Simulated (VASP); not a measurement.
Given:

```
Cu5La
1.0
    5.14231     0.00000     0.00000
   -2.57115     4.45337     0.00000
    0.00000     0.00000     4.08458
La Cu
1 5
Direct
  0.00000   0.00000   0.00000
  0.00000   0.50000   0.50000
  0.50000   0.00000   0.50000
  0.50000   0.50000   0.50000
  0.33333   0.66667   0.00000
  0.66667   0.33333   0.00000
```

Calculation: PBEsol GGA, VASP's PBE PAW potentials (set 64) (plane waves; VASP). Run with 300 eV cut-off, 6×6×7 Γ-centred mesh, Fermi-Dirac smearing of 0.10 eV, potentials La Cu.

At this cut-off the stress carries a Pulay error, which pulls relaxed volumes low.

Give the stress tensor in GPa (positive for a compressed cell).

```
-4.35   0.00   0.00
 0.00  -4.35   0.00
 0.00   0.00  -5.03
```
The pressure is its mean diagonal, -4.58 GPa.

The structure comes from a computed database's LaCu5 entry (P6/mmm); how it stands against other phases isn't given here. The cell was not relaxed at this level.
